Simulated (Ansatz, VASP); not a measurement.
## Two plane-wave programs on BaIBr

```
CELL_PARAMETERS angstrom
4.20498 0.00000 0.00000
0.00000 4.20498 0.00000
0.00000 0.00000 31.06222
ATOMIC_POSITIONS crystal
Ba 0.00000 0.00000 0.29454
I 0.50000 0.50000 0.22941
Br 0.50000 0.50000 0.34894
```

Alike in both runs: functional PBE; k mesh 4 × 4 × 1; occupations gaussian, width 0.1 eV; no spin polarisation.

Ansatz relaxed the structure, and its values are those at the end. VASP's run is a single point on that final structure, the one shown.

```csv
,VASP,Ansatz
version,VASP 6.6.1,Ansatz 0.2.0
potentials or method,"VASP PAW PBE potentials, release 64 (Ba_sv, I, Br)","scalar-relativistic, plane waves, PAW"
plane-wave cutoff (eV),520,420
valence electrons in the cell,24,34
```

Ansatz gave:

```
gap on the k mesh at the Fermi level (eV) : 2.31
least direct gap on the mesh (eV)         : 2.46
rms of the force components (eV/Å)        : 0.002
```

Task: Estimate VASP's values.

Result: gap on the k mesh at the Fermi level (eV): 2.25; least direct gap on the mesh (eV): 2.41; rms of the force components (eV/Å): 0.025.

The two sets of potentials don't hold the same shells in valence. Ansatz warned: «slab_cell_height_set».

Caveats: spin-orbit coupling is left out, which moves the levels of the heavy elements.
